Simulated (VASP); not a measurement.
Given:

```
Hf3NbN4
1.0
    4.48750     0.00000     0.00000
    0.00000     4.48750     0.00000
    0.00000     0.00000     4.48750
Nb N Hf
1 4 3
Direct
  0.00000   0.00000   0.00000
  0.50000   0.50000   0.50000
  0.00000   0.00000   0.50000
  0.00000   0.50000   0.00000
  0.50000   0.00000   0.00000
  0.50000   0.50000   0.00000
  0.50000   0.00000   0.50000
  0.00000   0.50000   0.50000
```

All values below come from PBEsol GGA, VASP's PBE PAW potentials (set 64) (plane waves; VASP). Numerical set-up: 520 eV cut-off, 8×8×8 Γ-centred mesh, first-order Methfessel-Paxton smearing of 0.10 eV, potentials Nb_sv N Hf_pv.

Q: The ions, cell shape and volume are relaxed. Give the cell that the relaxation ends in.

A: 
```
Hf3NbN4
1.0
    4.46342     0.00000     0.00000
    0.00000     4.46342     0.00000
    0.00000     0.00000     4.46342
Nb N Hf
1 4 3
Direct
  0.00000   0.00000   0.00000
  0.50000   0.50000   0.50000
  0.00000   0.00000   0.50000
  0.00000   0.50000   0.00000
  0.50000   0.00000   0.00000
  0.50000   0.50000   0.00000
  0.50000   0.00000   0.50000
  0.00000   0.50000   0.50000
```
Space group Pm-3m (221), at a tolerance of 0.03 Å.

Q: How do energy and volume change from the first to the last step?

A: The energy (σ→0) changes by -2.7 meV/atom and the volume by -1.6 %, in 3 ionic steps.

The structure was generated: Hf3NbN4 was put into an ordered model structure (Pm-3m), which need not be its known phase. This run relaxes it. Symmetry was kept, so distortions that lower it aren't found. The electron count is odd and the run is not spin-polarised, which forces a metal.
